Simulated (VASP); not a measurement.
Calculation: PBEsol GGA, VASP's PBE PAW potentials (set 64) (plane waves; VASP). For the first row: Run with 400 eV cut-off, 11×11×11 Γ-centred mesh, tetrahedra with Blöchl corrections, potentials Ba_sv Al Ge_d.

```tsv
system	energy (eV/atom)
Al₂BaGe₂ (space group I4/mmm)	-4.4547
Ba (bcc)	-2.1495
Al (fcc)	-4.0930
Ge (diamond)	-4.9367
```

The references are the elements' solids at the same level; no temperature or zero-point terms are added.

Question: What is the formation energy per atom of Al2BaGe2?

Answer: The references average (1×(-2.1495) + 2×(-4.0930) + 2×(-4.9367))/5 = -4.0418 eV, so the formation energy is -4.4547 − (-4.0418) = -0.413 eV/atom.
